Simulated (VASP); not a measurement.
# CaC2 (I4/mmm) in VASP: further runs, part 2 of 2

VASP 6.6.1. Earlier steps stand in the parts before.

**3. Single point, LDA (strain -0.025 along x and y, -0.050 along z, atoms carried along)**

INCAR

```
SYSTEM = CaC2
ALGO     = Normal         ! electronic algorithm
EDIFF    = 1E-7           ! SCF threshold, eV
ENCUT    = 520            ! plane-wave cutoff, eV
ISIF     = 2              ! what is computed and relaxed
ISMEAR   = 0              ! smearing method
LASPH    = .True.         ! aspherical terms in the spheres
LCHARG   = .False.        ! write CHGCAR
LREAL    = .False.        ! projectors in reciprocal space
LWAVE    = .False.        ! write WAVECAR
NBANDS   = 16             ! bands
NELM     = 100            ! most SCF steps
PREC     = Accurate       ! precision mode
SIGMA    = 0.05           ! smearing width, eV
```

KPOINTS

```
k-points
0
Gamma
  10 10 10
  0 0 0
```

POSCAR

```
CaC2
1.0
   -1.8859411344      1.8859411344      3.0420056804
    1.8859411344     -1.8859411344      3.0420056804
    1.8859411344      1.8859411344     -3.0420056804
Ca C
1 2
Direct
    0.0000000000      0.0000000000      0.0000000000
    0.5978927200      0.5978927200      0.0000000000
    0.4021072800      0.4021072800      0.0000000000
```

Potentials or basis: VASP PAW LDA potentials, release 64 (Ca_sv, C).

Started as:

```bash
$ cat potpaw_LDA.64/Ca_sv/POTCAR potpaw_LDA.64/C/POTCAR > POTCAR
$ mpirun -np 1 vasp_std > vasp.out
```

OUTCAR:

```text
SYSTEM = CaC2
   EDIFF = 1E-7
   ENCUT = 520
   ISIF = 2
   ISMEAR = 0
   LASPH = .True.
   LREAL = .False.
   NELM = 100
   PREC = Accurate

 ion  position               nearest neighbor table
   1  0.000  0.000  0.000-   2 2.45   3 2.45
   2  0.598  0.598  0.000-   3 1.19   1 2.45
   3  0.402  0.402  0.000-   2 1.19   1 2.45

  LATTYP: Found a body centered tetragonal cell.
 ALAT       =     3.7718822688
 C/A-ratio  =     1.6129907901

  Lattice vectors:

 A1 = (  -1.8859411344,   1.8859411344,   3.0420056804)
 A2 = (   1.8859411344,  -1.8859411344,   3.0420056804)
 A3 = (   1.8859411344,   1.8859411344,  -3.0420056804)

Analysis of symmetry for initial positions (statically):
=====================================================================
 Subroutine PRICEL returns:
 Original cell was already a primitive cell.

 Routine SETGRP: Setting up the symmetry group for a
 body centered tetragonal supercell.

 Subroutine GETGRP returns: Found 16 space group operations
 (whereof 16 operations were pure point group operations)
 out of a pool of 16 trial point group operations.

The static configuration has the point symmetry D_4h.

Analysis of symmetry for dynamics (positions and initial velocities):
=====================================================================
 Subroutine PRICEL returns:
 Original cell was already a primitive cell.

 Routine SETGRP: Setting up the symmetry group for a
 body centered tetragonal supercell.

 Subroutine GETGRP returns: Found 16 space group operations
 (whereof 16 operations were pure point group operations)
 out of a pool of 16 trial point group operations.

The dynamic configuration has the point symmetry D_4h.

 Subroutine INISYM returns: Found 16 space group operations
 (whereof 16 operations are pure point group operations),
 and found     1 'primitive' translations

----------------------------------------------------------------------------------------

                                     Primitive cell

  volume of cell :      43.2789

  direct lattice vectors                    reciprocal lattice vectors
    -1.885941134  1.885941134  3.042005680     0.000000000  0.265119622  0.164365242
     1.885941134 -1.885941134  3.042005680     0.265119622  0.000000000  0.164365242
     1.885941134  1.885941134 -3.042005680     0.265119622  0.265119622  0.000000000

  length of vectors
     4.045657732  4.045657732  4.045657732     0.311936446  0.311936446  0.374935765

  position of ions in fractional coordinates (direct lattice)
     0.000000000  0.000000000  0.000000000
     0.597892720  0.597892720  0.000000000
     0.402107280  0.402107280  0.000000000

  ion indices of the primitive-cell ions
   primitive index   ion index
                 1           1
                 2           2
                 3           3

----------------------------------------------------------------------------------------

 KPOINTS: k-points

Automatic generation of k-mesh.
 Grid dimensions read from file:
 generate k-points for:   10   10   10

 Generating k-lattice:

  Cartesian coordinates                     Fractional coordinates (reciprocal lattice)
     0.000000000  0.026511962  0.016436524     0.100000000  0.000000000  0.000000000
     0.026511962  0.000000000  0.016436524     0.000000000  0.100000000  0.000000000
     0.026511962  0.026511962  0.000000000     0.000000000  0.000000000  0.100000000

  Length of vectors
     0.031193645  0.031193645  0.037493576

  Shift w.r.t. Gamma in fractional coordinates (k-lattice)
     0.000000000  0.000000000  0.000000000

 Subroutine IBZKPT returns following result:
 ===========================================

 Found    102 irreducible k-points:

 Following reciprocal coordinates:
            Coordinates               Weight
  0.000000  0.000000  0.000000      1.000000
  0.100000  0.000000  0.000000      8.000000
  0.200000  0.000000  0.000000      8.000000
  0.300000  0.000000  0.000000      8.000000
  0.400000  0.000000 -0.000000      8.000000
  0.500000  0.000000  0.000000      4.000000
[... 16 lines left out ...]
  0.300000  0.300000  0.000000      8.000000
  0.400000  0.300000 -0.000000     16.000000
 [... further k-points ...]
   k-points           NKPTS =    102   k-points in BZ     NKDIM =    102   number of bands    NBANDS=     16
   number of dos      NEDOS =    301   number of ions     NIONS =      3
   total plane-waves  NPLWV =  27000
   dimension x,y,z NGX =    30 NGY =   30 NGZ =   30
   dimension x,y,z NGXF=    60 NGYF=   60 NGZF=   60
   ions per type =               1   2
   NGX,Y,Z   is equivalent  to a cutoff of  12.33, 12.33, 12.33 a.u.
   NGXF,Y,Z  is equivalent  to a cutoff of  24.66, 24.66, 24.66 a.u.
 SYSTEM =  CaC2
   PREC   = accura    normal or accurate (medium, high low for compatibility)
   ISTART =      0    job   : 0-new  1-cont  2-samecut
   ICHARG =      2    charge: 1-file 2-atom 10-const
   ISPIN  =      1    spin polarized calculation?
   LNONCOLLINEAR =      F non collinear calculations
   LSORBIT =      F    spin-orbit coupling
   LASPH  =      T    aspherical Exc in radial PAW
   ENCUT  =  520.0 eV  38.22 Ry    6.18 a.u.   7.52  7.52  7.52*2*pi/ulx,y,z
   NELM   =    100;   NELMIN=  2; NELMDL= -5     # of ELM steps
   EDIFF  = 0.1E-06   stopping-criterion for ELM
   LREAL  =      F    real-space projection
   EDIFFG = 0.1E-05   stopping-criterion for IOM
   NSW    =      0    number of steps for IOM
   IBRION =     -1    ionic relax: 0-MD 1-quasi-New 2-CG
   NFREE  =      0    steps in history (QN), initial steepest desc. (CG)
   ISIF   =      2    stress and relaxation
   ISYM   =      2    0-nonsym 1-usesym 2-fastsym
   POTIM  = 0.5000    time-step for ionic-motion
   TEBEG  =    0.0;   TEEND  =   0.0 temperature during run
   PSTRESS=    0.0 pullay stress
   NELECT =      18.0000    total number of electrons
   NUPDOWN=      -1.0000    fix difference up-down
   EMIN   =  10.00;   EMAX   =-10.00  energy-range for DOS
[... 5 lines left out ...]
     AMIX     =   0.40;   BMIX     =  1.00
     AMIX_MAG =   1.60;   BMIX_MAG =  1.00
  volume/ion in A,a.u.               =      14.43        97.35
  Fermi-wavevector in a.u.,A,eV,Ry     =   1.222007  2.309258 20.317584  1.493300
  Thomas-Fermi vector in A             =   2.357169
   LORBIT       =      0    0 simple, 1 ext, 2 COOP (PROOUT), +10 PAW based schemes
   GGA     = CA    functional components
   LHFCALC =     F    Hartree Fock is set to
   AEXX    =    0.0000 exact exchange contribution
   IVDW    =     0    specifies the selected vdW correction
   LEPSILON=     F    determine dielectric tensor
   LRPA    =     F    only Hartree local field effects (RPA)
 non-spin polarized calculation
 Gauss-broadening in eV      SIGMA  =   0.05
  energy-cutoff  :      520.00
  volume of cell :       43.28
 maximum number of plane-waves:      1178
   NGX = 15   NGY = 15   NGZ = 15

 number of electron      17.9999999 magnetization

 Free energy of the ion-electron system (eV)
  ---------------------------------------------------
  ext. energy  EPLUGINS =         0.00000000
  ---------------------------------------------------
  free energy    TOTEN  =       -21.99168342 eV

  energy without entropy =      -21.99168342  energy(sigma->0) =      -21.99168342

 E-fermi :   2.0251     XC(G=0): -10.2287

 val. band max:        1.7695502747   @ k =  -0.4000  -0.4000   0.4000
 cond. band min:       2.8594341292   @ k =   0.5000   0.5000   0.0000
 fundamental gap:      1.0898838545
 Fermi energy:         2.0251214014

 k-point     1 :       0.0000    0.0000    0.0000
  band No.  band energies     occupation
      1     -36.1954      2.00000
      2     -17.5257      2.00000
      3     -17.5257      2.00000
      4     -17.3944      2.00000
      5     -11.3530      2.00000
      6      -1.1453      2.00000
[... 8 lines left out ...]
     15      11.9841      0.00000
     16      11.9841      0.00000
[... 419 lines left out ...]
 k-point    24 :       0.4000    0.3000   -0.0000
  band No.  band energies     occupation
      1     -36.1704      2.00000
      2     -17.6968      2.00000
      3     -17.6336      2.00000
      4     -17.4655      2.00000
      5     -10.8878      2.00000
      6      -1.8556      2.00000
[... 8 lines left out ...]
     15      10.3405      0.00000
     16      10.8337      0.00000

 [... further k-points ...]

------------------------ aborting loop because EDIFF is reached ----------------------------------------

  FORCE on cell =-STRESS in cart. coord.  units (eV):
  Direction    XX          YY          ZZ          XY          YZ          ZX
  --------------------------------------------------------------------------------------
  -------------------------------------------------------------------------------------
  Total       -0.0356075     -0.0356075      8.6559130      0.0000000      0.0000000      0.0000000
  in kB       -1.3181825     -1.3181825    320.4403412      0.0000000      0.0000000      0.0000000
  external PRESSURE =     105.9346587 kB  Pullay stress =       0.0000000 kB

 VOLUME and BASIS-vectors are now :
 -----------------------------------------------------------------------------
  energy-cutoff  :      520.00
  volume of cell :       43.28
      direct lattice vectors                 reciprocal lattice vectors
    -1.885941134  1.885941134  3.042005680     0.000000000  0.265119622  0.164365242
     1.885941134 -1.885941134  3.042005680     0.265119622  0.000000000  0.164365242
     1.885941134  1.885941134 -3.042005680     0.265119622  0.265119622  0.000000000

 POSITION                                       TOTAL-FORCE (eV/Angst)
 -----------------------------------------------------------------------------------
      0.00000      0.00000      0.00000        -0.000000     -0.000000     -0.000000
      0.00000      0.00000      3.63759         0.000000      0.000000      5.510953
      0.00000      0.00000      2.44643         0.000000      0.000000     -5.510953
 -----------------------------------------------------------------------------------
    total drift:                               -0.000000     -0.000000      0.000000

  FREE ENERGIE OF THE ION-ELECTRON SYSTEM (eV)
  ---------------------------------------------------
  free  energy   TOTEN  =       -21.9916834232 eV

  energy  without entropy=      -21.9916834232  energy(sigma->0) =      -21.99168342
```

It took 71 s on 1 thread of Intel Xeon Platinum 8488C (Sapphire Rapids), shared host; peak memory 0.2 GiB.

Results:

| Item | Value |
| --- | --- |
| Free energy | -21.9917 eV |
| Pressure | 10.6 GPa |
| Largest force | 5.511 eV/Å |
| Band gap on the k mesh | 1.09 eV, indirect (least direct gap 2.25 eV) |

Forces on the atoms (eV/Å):
```
Ca   0.000  0.000  0.000
C    0.000  0.000  5.511
C    0.000  0.000 -5.511
```

Caveat: the standard files for N, O and F lose accuracy on very short bonds; forces of over 1 eV/Å show positions far from the minimum, so gaps and moduli don't describe the material at rest. A k mesh can miss the band edges.

**4. Single point, LDA (strain +0.050 along x and y, +0.025 along z, atoms carried along)**

INCAR

```
  ALGO = Normal
  EDIFF = 1E-7
  ENCUT = 520
  GGA = CA
  ISIF = 2
  ISMEAR = 0
  LASPH = True
  LCHARG = False
  LREAL = False
  LWAVE = False
  NBANDS = 16
  NELM = 100
  PREC = Accurate
  SIGMA = 0.05
```

KPOINTS

```
k-points
0
Gamma
  10 10 10
```

POSCAR

```
CaC2
1.0
   -2.0310135294      2.0310135294      3.2821640236
    2.0310135294     -2.0310135294      3.2821640236
    2.0310135294      2.0310135294     -3.2821640236
Ca C
1 2
Direct
    0.0000000000      0.0000000000      0.0000000000
    0.5978927200      0.5978927200      0.0000000000
    0.4021072800      0.4021072800      0.0000000000
```

Started as:

```bash
$ cat potpaw_LDA.64/Ca_sv/POTCAR potpaw_LDA.64/C/POTCAR > POTCAR
$ mpirun -np 1 vasp_std > vasp.out
```

Wall time 64 s (1 thread of Intel Xeon Platinum 8488C (Sapphire Rapids), shared host); peak memory 0.21 GiB.

It converged, with:

```
Free energy            : -21.8653 eV
Pressure               : -10.7 GPa
Largest force          : 1.716 eV/Å
Band gap on the k mesh : 1.52 eV, indirect (least direct gap 2.44 eV)
```

Forces in eV/Å, atoms in the order of the input:
```
Ca   0.000  0.000  0.000
C    0.000  0.000 -1.716
C    0.000  0.000  1.716
```

Stress tensor (GPa, compression positive):
```
 -7.83   0.00   0.00
  0.00  -7.83   0.00
  0.00   0.00 -16.39
```

Levels at points of the mesh, in eV from the valence-band top:
```csv
k point,band 7,band 8,band 9,band 10,band 11,band 12
"(0.00, 0.00, 0.00)",-2.18,-0.77,-0.77,3.19,3.19,4.25
"(0.50, 0.00, 0.00)",-2.02,-1.47,-0.68,4.71,5.65,5.70
"(0.50, 0.50, 0.00)",-2.38,-1.31,-0.92,1.52,5.69,5.92
"(0.50, 0.50, 0.50)",-1.36,-1.36,0.00,3.22,5.09,5.87
```

Caveat: forces of over 1 eV/Å show positions far from the minimum, so gaps and moduli don't describe the material at rest.

**5. Single point, LDA (strain +0.025 along x and y, +0.025 along z, atoms carried along)**

INCAR

```
ALGO = Normal ; EDIFF = 1E-6
ENCUT = 520 ; GGA = CA
ISIF = 2 ; ISMEAR = 0
LASPH = True ; LCHARG = True
LELF = True ; LREAL = False
LVHAR = True ; LWAVE = False
NBANDS = 16 ; NELM = 100
PREC = Accurate ; SIGMA = 0.05
```

KPOINTS is that of step 4.

POSCAR

```
CaC2
1.0
   -1.9826560644      1.9826560644      3.2821640236
    1.9826560644     -1.9826560644      3.2821640236
    1.9826560644      1.9826560644     -3.2821640236
Ca C
1 2
Direct
    0.0000000000      0.0000000000      0.0000000000
    0.5978927200      0.5978927200      0.0000000000
    0.4021072800      0.4021072800      0.0000000000
```

Started as:

```bash
$ cat potpaw_LDA.64/Ca_sv/POTCAR potpaw_LDA.64/C/POTCAR > POTCAR
$ mpirun -np 1 vasp_std > vasp.out
```

Run time: 68 s. Hardware: 1 thread of Intel Xeon Platinum 8488C (Sapphire Rapids), shared host; peak memory 0.21 GiB.

The run converged. Its results:

```yaml
Free_energy: -21.9777 eV
Pressure: -9.7 GPa
Largest_force: 1.793 eV/Å
Band_gap_on_the_k_mesh: 1.30 eV, indirect (least direct gap 2.29 eV)
```

Forces on the atoms (eV/Å):
```
Ca   0.000  0.000  0.000
C    0.000  0.000 -1.793
C    0.000  0.000  1.793
```

Stress tensor (GPa, compression positive):
```
 -6.30   0.00   0.00
  0.00  -6.30   0.00
  0.00   0.00 -16.56
```

Levels at points of the mesh, in eV from the valence-band top:
| k point | band 5 | band 6 | band 7 | band 8 | band 9 | band 10 | band 11 | band 12 | band 13 | band 14 |
| --- | --- | --- | --- | --- | --- | --- | --- | --- | --- | --- |
| (0.00, 0.00, 0.00) | -12.43 | -2.55 | -2.24 | -0.86 | -0.86 | 3.10 | 3.10 | 4.14 | 4.81 | 5.58 |
| (0.50, 0.00, 0.00) | -12.04 | -4.07 | -2.20 | -1.63 | -0.79 | 4.64 | 5.65 | 5.74 | 5.92 | 6.01 |
| (0.50, 0.50, 0.00) | -12.13 | -2.99 | -2.54 | -1.46 | -0.99 | 1.30 | 5.48 | 6.08 | 6.77 | 7.01 |
| (0.50, 0.50, 0.50) | -12.18 | -4.36 | -1.46 | -1.46 | 0.00 | 3.12 | 5.30 | 5.95 | 6.30 | 6.30 |

Caveat: forces of over 1 eV/Å show positions far from the minimum, so gaps and moduli don't describe the material at rest.

**6. Overview**

```csv
cell,gap on the mesh (eV),pressure (GPa),largest force (eV/Å)
"strain +0.050 along x and y, +0.000 along z, atoms carried along",1.61,-6.9,0.35
"strain -0.025 along x and y, -0.050 along z, atoms carried along",1.09,10.6,5.51
"strain +0.050 along x and y, +0.025 along z, atoms carried along",1.52,-10.7,1.72
"strain +0.025 along x and y, +0.025 along z, atoms carried along",1.30,-9.7,1.79
```

Alike in all rows: task single point; level LDA; potentials or basis VASP PAW LDA potentials, release 64 (Ca_sv, C); no spin polarisation; k mesh 10 × 10 × 10; cutoff (eV) 520; smearing gaussian 0.05 eV.

Caveats: forces of over 1 eV/Å show positions far from the minimum, so gaps and moduli don't describe the material at rest (some runs); the standard files for N, O and F lose accuracy on very short bonds (some runs).

Total energies depend on the potentials used, so only differences within one code and one set of settings carry meaning.
